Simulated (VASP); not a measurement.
Calculation: PBE GGA, VASP's PBE PAW potentials (set 64) (plane waves; VASP 6.6.1).

A VASP calculation is set up with these files.

### KPOINTS
```
Automatic mesh
0
Gamma
7 7 7
0 0 0
```

**INCAR**
```
! general
SYSTEM =HfO2
PREC   =Accurate
ENCUT  =480
LREAL  =.False.   ! projection in real space or not
LASPH  =.True.

! electronic loop
EDIFF  =1E-6   ! SCF stop (eV)
NELM   =100
ALGO   =Normal
LMAXMIX=6   ! l cut-off of mixed one-centre charges

! smearing
ISMEAR =0   ! Gaussian
SIGMA  =0.05   ! width (eV)

! functional
GGA    =PE   ! PBE

! ions
IBRION =2
NSW    =60   ! most ionic steps
ISIF   =3   ! ions, shape and volume
EDIFFG =-0.02   ! ionic stop

! output
LWAVE  =.False.
LCHARG =.False.
```

### POSCAR
```
HfO2
1
    0.0000000000     2.5313443958     2.5313443958
    2.5313443958     0.0000000000     2.5313443958
    2.5313443958     2.5313443958     0.0000000000
Hf O
1 2
Direct
  0.0000000000   0.0000000000   0.0000000000
  0.2500000000   0.2500000000   0.2500000000
  0.7500000000   0.7500000000   0.7500000000
```

POTCAR, in this order: Hf O (PBE.64 set). Program: vasp_std.

What VASP printed:

**OSZICAR**
```
       N       E                     dE             d eps       ncg     rms          rms(c)
DAV:   1     0.686238596493E+02    0.68624E+02   -0.78176E+03   480   0.114E+03
DAV:   2    -0.325206669201E+02   -0.10114E+03   -0.93944E+02   748   0.242E+02
DAV:   3    -0.361818277165E+02   -0.36612E+01   -0.36465E+01   620   0.499E+01
DAV:   4    -0.362072235524E+02   -0.25396E-01   -0.25385E-01   576   0.477E+00
DAV:   5    -0.362076191774E+02   -0.39562E-03   -0.39556E-03   620   0.510E-01    0.242E+01
DAV:   6    -0.305767311400E+02    0.56309E+01   -0.24989E+01   520   0.382E+01    0.115E+01
DAV:   7    -0.304080041743E+02    0.16873E+00   -0.43533E-01   580   0.651E+00    0.597E+00
DAV:   8    -0.303259223938E+02    0.82082E-01   -0.13108E-01   572   0.381E+00    0.321E-01
DAV:   9    -0.303259008549E+02    0.21539E-04   -0.68549E-03   644   0.653E-01    0.251E-01
DAV:  10    -0.303262918227E+02   -0.39097E-03   -0.20624E-03   556   0.388E-01    0.913E-02
DAV:  11    -0.303262310362E+02    0.60786E-04   -0.49429E-04   608   0.172E-01    0.188E-02
DAV:  12    -0.303262309328E+02    0.10338E-06   -0.16802E-05   580   0.367E-02    0.971E-03
DAV:  13    -0.303262304882E+02    0.44461E-06   -0.51980E-06   600   0.166E-02
   1 F= -.30326230E+02 E0= -.30326230E+02  d E =-.303262E+02
```

**OUTCAR**
```
------------------------ aborting loop because EDIFF is reached ----------------------------------------
  FORCE on cell =-STRESS in cart. coord.  units (eV):
  Direction    XX          YY          ZZ          XY          YZ          ZX
  --------------------------------------------------------------------------------------
  Total       -0.0087059     -0.0087059     -0.0087059      0.0000000      0.0000000     -0.0000000
  in kB       -0.4299739     -0.4299739     -0.4299739      0.0000000      0.0000000     -0.0000000
  external PRESSURE =      -0.4299739 kB  Pullay stress =       0.0000000 kB
  volume of cell :       32.44
      direct lattice vectors                 reciprocal lattice vectors
     0.000000000  2.531344396  2.531344396    -0.197523498  0.197523498  0.197523498
     2.531344396  0.000000000  2.531344396     0.197523498 -0.197523498  0.197523498
     2.531344396  2.531344396  0.000000000     0.197523498  0.197523498 -0.197523498
 POSITION                                       TOTAL-FORCE (eV/Angst)
 -----------------------------------------------------------------------------------
      0.00000      0.00000      0.00000         0.000000     -0.000000      0.000000
      1.26567      1.26567      1.26567         0.000000      0.000000      0.000000
      3.79702      3.79702      3.79702        -0.000000     -0.000000     -0.000000
 -----------------------------------------------------------------------------------
    total drift:                                0.000000      0.000000      0.000000
  FREE ENERGIE OF THE ION-ELECTRON SYSTEM (eV)
  ---------------------------------------------------
  free  energy   TOTEN  =       -30.3262304882 eV

  energy  without entropy=      -30.3262304882  energy(sigma->0) =      -30.32623049

 reached required accuracy - stopping structural energy minimisation
```
(Selected blocks of OUTCAR.)

The compound is HfO2 in the fluorite structure, the high-temperature cubic form, which is unstable at 0 K; the monoclinic form is the stable one. It was relaxed first. The start is the result of an earlier pass.
